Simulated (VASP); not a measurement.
# Sr3TiS (Pm-3m) in VASP: notebook, part 2 of 2

VASP 6.6.1.

## 3. Single point, PBE

Input file INCAR:

```
  PREC = Accurate
  ENCUT = 520
  EDIFF = 1E-6
  ISMEAR = -1
  SIGMA = 0.1
  LREAL = False
  LASPH = True
  NELM = 80
  ALGO = Normal
  ISIF = 2
  LWAVE = False
  LCHARG = True
  GGA = PE
  LELF = True
  LVHAR = True
  NBANDS = 32
```

Input file KPOINTS:

```
regular mesh
0
Gamma
  4 4 4
```

Input file POSCAR:

```
Sr3TiS
1.0
    5.1509928000      0.0000000000      0.0000000000
    0.0000000000      5.1509928000      0.0000000000
    0.0000000000      0.0000000000      5.1509928000
Ti Sr S
1 3 1
Direct
    0.5000000000      0.5000000000      0.5000000000
    0.5000000000      0.0000000000      0.0000000000
    0.0000000000      0.5000000000      0.0000000000
    0.0000000000      0.0000000000      0.5000000000
    0.0000000000      0.0000000000      0.0000000000
```

Potentials or basis: VASP PAW PBE potentials, release 64 (Ti_sv, Sr_sv, S).

Started as:

```console
$ cat potpaw_PBE.64/Ti_sv/POTCAR potpaw_PBE.64/Sr_sv/POTCAR potpaw_PBE.64/S/POTCAR > POTCAR
$ mpirun -np 1 vasp_std > vasp.out
```

OUTCAR:

```text
PREC = Accurate
   ENCUT = 520
   EDIFF = 1E-6
   ISMEAR = -1
   LREAL = False
   LASPH = True
   NELM = 80
   ISIF = 2
   GGA = PE

 ion  position               nearest neighbor table
   1  0.500  0.500  0.500-   2 3.64   3 3.64   4 3.64   2 3.64   3 3.64   2 3.64   4 3.64   2 3.64
                             3 3.64   4 3.64   3 3.64   4 3.64
   2  0.500  0.000  0.000-   5 2.58   5 2.58   4 3.64   1 3.64   1 3.64   4 3.64   1 3.64   3 3.64
                             1 3.64   3 3.64   4 3.64   3 3.64   4 3.64   3 3.64
   3  0.000  0.500  0.000-   5 2.58   5 2.58   4 3.64   1 3.64   1 3.64   4 3.64   2 3.64   4 3.64
                             2 3.64   4 3.64   1 3.64   2 3.64   1 3.64   2 3.64
   4  0.000  0.000  0.500-   5 2.58   5 2.58   3 3.64   1 3.64   2 3.64   3 3.64   2 3.64   1 3.64
                             3 3.64   3 3.64   1 3.64   2 3.64   2 3.64   1 3.64
   5  0.000  0.000  0.000-   2 2.58   3 2.58   4 2.58   4 2.58   3 2.58   2 2.58

  LATTYP: Found a simple cubic cell.
 ALAT       =     5.1509928000

  Lattice vectors:

 A1 = (   5.1509928000,   0.0000000000,   0.0000000000)
 A2 = (   0.0000000000,   5.1509928000,   0.0000000000)
 A3 = (   0.0000000000,   0.0000000000,   5.1509928000)

Analysis of symmetry for initial positions (statically):
=====================================================================
 Subroutine PRICEL returns:
 Original cell was already a primitive cell.

 Routine SETGRP: Setting up the symmetry group for a
 simple cubic supercell.

 Subroutine GETGRP returns: Found 48 space group operations
 (whereof 48 operations were pure point group operations)
 out of a pool of 48 trial point group operations.

The static configuration has the point symmetry O_h .

Analysis of symmetry for dynamics (positions and initial velocities):
=====================================================================
 Subroutine PRICEL returns:
 Original cell was already a primitive cell.

 Routine SETGRP: Setting up the symmetry group for a
 simple cubic supercell.

 Subroutine GETGRP returns: Found 48 space group operations
 (whereof 48 operations were pure point group operations)
 out of a pool of 48 trial point group operations.

The dynamic configuration has the point symmetry O_h .

 Subroutine INISYM returns: Found 48 space group operations
 (whereof 48 operations are pure point group operations),
 and found     1 'primitive' translations

----------------------------------------------------------------------------------------

                                     Primitive cell

  volume of cell :     136.6699

  direct lattice vectors                    reciprocal lattice vectors
     5.150992800  0.000000000  0.000000000     0.194137332  0.000000000  0.000000000
     0.000000000  5.150992800  0.000000000     0.000000000  0.194137332  0.000000000
     0.000000000  0.000000000  5.150992800     0.000000000  0.000000000  0.194137332

  length of vectors
     5.150992800  5.150992800  5.150992800     0.194137332  0.194137332  0.194137332

  position of ions in fractional coordinates (direct lattice)
     0.500000000  0.500000000  0.500000000
     0.500000000  0.000000000  0.000000000
     0.000000000  0.500000000  0.000000000
     0.000000000  0.000000000  0.500000000
     0.000000000  0.000000000  0.000000000

[... 37 lines left out ...]
  0.250000  0.000000  0.000000      6.000000
  0.500000  0.000000  0.000000      3.000000
  0.250000  0.250000  0.000000     12.000000
  0.500000  0.250000  0.000000     12.000000
  0.500000  0.500000  0.000000      3.000000
  0.250000  0.250000  0.250000      8.000000
  0.500000  0.250000  0.250000     12.000000
  0.500000  0.500000  0.250000      6.000000
  0.500000  0.500000  0.500000      1.000000
   k-points           NKPTS =     10   k-points in BZ     NKDIM =     10   number of bands    NBANDS=     32
   number of dos      NEDOS =    301   number of ions     NIONS =      5
   total plane-waves  NPLWV =  64000
   dimension x,y,z NGX =    40 NGY =   40 NGZ =   40
   dimension x,y,z NGXF=    80 NGYF=   80 NGZF=   80
   ions per type =               1   3   1
   NGX,Y,Z   is equivalent  to a cutoff of  12.91, 12.91, 12.91 a.u.
   NGXF,Y,Z  is equivalent  to a cutoff of  25.82, 25.82, 25.82 a.u.
 SYSTEM =  unknown system
   PREC   = accura    normal or accurate (medium, high low for compatibility)
   ISTART =      0    job   : 0-new  1-cont  2-samecut
   ICHARG =      2    charge: 1-file 2-atom 10-const
   ISPIN  =      1    spin polarized calculation?
   LNONCOLLINEAR =      F non collinear calculations
   LSORBIT =      F    spin-orbit coupling
   LASPH  =      T    aspherical Exc in radial PAW
   ENCUT  =  520.0 eV  38.22 Ry    6.18 a.u.   9.58  9.58  9.58*2*pi/ulx,y,z
   NELM   =     80;   NELMIN=  2; NELMDL= -5     # of ELM steps
   EDIFF  = 0.1E-05   stopping-criterion for ELM
   LREAL  =      F    real-space projection
   EDIFFG = 0.1E-04   stopping-criterion for IOM
   NSW    =      0    number of steps for IOM
   IBRION =     -1    ionic relax: 0-MD 1-quasi-New 2-CG
   NFREE  =      0    steps in history (QN), initial steepest desc. (CG)
   ISIF   =      2    stress and relaxation
   ISYM   =      2    0-nonsym 1-usesym 2-fastsym
   POTIM  = 0.5000    time-step for ionic-motion
   TEBEG  =    0.0;   TEEND  =   0.0 temperature during run
   PSTRESS=    0.0 pullay stress
   NELECT =      48.0000    total number of electrons
   NUPDOWN=      -1.0000    fix difference up-down
   EMIN   =  10.00;   EMAX   =-10.00  energy-range for DOS
   EFERMI =   0.00;   METHOD = LEGACY
   ISMEAR =    -1;   SIGMA  =   0.10  broadening in eV -4-tet -1-fermi 0-gaus
   EFERMI_NEDOS =   21; number of points for ismear=-14 and -15
   IALGO  =     38    algorithm
   IMIX   =      4    mixing-type and parameters
     AMIX     =   0.40;   BMIX     =  1.00
     AMIX_MAG =   1.60;   BMIX_MAG =  1.00
  volume/ion in A,a.u.               =      27.33       184.46
  Fermi-wavevector in a.u.,A,eV,Ry     =   1.155042  2.182712 18.151820  1.334121
  Thomas-Fermi vector in A             =   2.291673
   LORBIT       =      0    0 simple, 1 ext, 2 COOP (PROOUT), +10 PAW based schemes
   GGA     = PE    functional components
   LHFCALC =     F    Hartree Fock is set to
   AEXX    =    0.0000 exact exchange contribution
   IVDW    =     0    specifies the selected vdW correction
   LEPSILON=     F    determine dielectric tensor
   LRPA    =     F    only Hartree local field effects (RPA)
 non-spin polarized calculation
  energy-cutoff  :      520.00
  volume of cell :      136.67
 maximum number of plane-waves:      3743
 NGX is ok and might be reduce to    40
   NGX = 19   NGY = 19   NGZ = 19

 number of electron      48.0000003 magnetization

 Free energy of the ion-electron system (eV)
  ---------------------------------------------------
  ext. energy  EPLUGINS =         0.00000000
  ---------------------------------------------------
  free energy    TOTEN  =       -15.52057391 eV

  energy without entropy =      -15.17496274  energy(sigma->0) =      -15.34776832

 E-fermi :   4.2558     XC(G=0):  -9.3896

 val. band max:        4.1621671026   @ k =   0.2500   0.2500   0.2500
 cond. band min:       4.2834839527   @ k =   0.2500   0.2500   0.0000
 fundamental gap:      0.1213168501
 Fermi energy:         4.2558451887

 k-point     1 :       0.0000    0.0000    0.0000
  band No.  band energies     occupation
      1     -53.0582      2.00000
      2     -30.8172      2.00000
      3     -30.6771      2.00000
      4     -30.6771      2.00000
      5     -29.3098      2.00000
      6     -29.3098      2.00000
[... 339 lines left out ...]
     31       7.4766      0.00000
     32       7.4766      0.00000

------------------------ aborting loop because EDIFF is reached ----------------------------------------

  FORCE on cell =-STRESS in cart. coord.  units (eV):
  Direction    XX          YY          ZZ          XY          YZ          ZX
  --------------------------------------------------------------------------------------
  -------------------------------------------------------------------------------------
  Total       15.2160685     15.2160685     15.2160685      0.0000000      0.0000000      0.0000000
  in kB      178.3775559    178.3775559    178.3775559      0.0000000      0.0000000      0.0000000
  external PRESSURE =     178.3775559 kB  Pullay stress =       0.0000000 kB

 VOLUME and BASIS-vectors are now :
 -----------------------------------------------------------------------------
  energy-cutoff  :      520.00
  volume of cell :      136.67
      direct lattice vectors                 reciprocal lattice vectors
     5.150992800  0.000000000  0.000000000     0.194137332  0.000000000  0.000000000
     0.000000000  5.150992800  0.000000000     0.000000000  0.194137332  0.000000000
     0.000000000  0.000000000  5.150992800     0.000000000  0.000000000  0.194137332

 POSITION                                       TOTAL-FORCE (eV/Angst)
 -----------------------------------------------------------------------------------
      2.57550      2.57550      2.57550         0.000000      0.000000      0.000000
      2.57550      0.00000      0.00000         0.000000      0.000000      0.000000
      0.00000      2.57550      0.00000         0.000000      0.000000      0.000000
      0.00000      0.00000      2.57550         0.000000      0.000000      0.000000
      0.00000      0.00000      0.00000         0.000000      0.000000      0.000000
 -----------------------------------------------------------------------------------
    total drift:                               -0.000000      0.000000     -0.000000

  FREE ENERGIE OF THE ION-ELECTRON SYSTEM (eV)
  ---------------------------------------------------
  free  energy   TOTEN  =       -15.5205739115 eV

  energy  without entropy=      -15.1749627357  energy(sigma->0) =      -15.34776832
```

OSZICAR:

```text
N       E                     dE             d eps       ncg     rms          rms(c)
DAV:   1     0.425621521023E+03    0.42562E+03   -0.23065E+04   648   0.143E+03
DAV:   2     0.269934454211E+02   -0.39863E+03   -0.38317E+03   680   0.386E+02
DAV:   3    -0.175816958225E+02   -0.44575E+02   -0.43269E+02  1024   0.104E+02
DAV:   4    -0.213582080827E+02   -0.37765E+01   -0.37455E+01   992   0.256E+01
[... 10 lines left out ...]
DAV:  15    -0.155205560821E+02    0.48702E-03   -0.26681E-03   840   0.228E-01    0.636E-02
DAV:  16    -0.155205844509E+02   -0.28369E-04   -0.16605E-04   760   0.524E-02    0.631E-02
DAV:  17    -0.155205810402E+02    0.34107E-05   -0.14882E-04   824   0.476E-02    0.503E-02
DAV:  18    -0.155205734002E+02    0.76400E-05   -0.48268E-05   728   0.363E-02    0.116E-02
DAV:  19    -0.155205739115E+02   -0.51137E-06   -0.67191E-06   712   0.115E-02
   1 F= -.15520574E+02 E0= -.15347768E+02  d E =-.345611E+00
```

It took 50 s on 1 thread of Intel Xeon Platinum 8559C (Emerald Rapids), shared host; peak memory 0.25 GiB.

What came out:

```yaml
Free_energy: -15.5206 eV
Pressure: 17.8 GPa
Band_gap_on_the_k_mesh: none (metal or under the smearing width)
```

Levels at points of the mesh, in eV from the Fermi level:
```csv
k point,band 21,band 22,band 23,band 24,band 25,band 26,band 27,band 28
"(0.00, 0.00, 0.00)",-2.63,-0.94,-0.94,-0.51,-0.51,-0.51,1.37,1.37
"(0.50, 0.00, 0.00)",-2.22,-1.48,-0.29,0.11,0.48,0.48,0.60,0.64
"(0.50, 0.50, 0.00)",-1.56,-0.34,-0.34,-0.17,0.21,0.21,0.26,0.75
"(0.50, 0.50, 0.50)",-1.94,-0.22,-0.22,-0.22,0.62,0.62,0.82,0.82
```

Caveat: so large a pressure means that the cell lies far from this level's equilibrium, or that cutoff or potentials fall short.
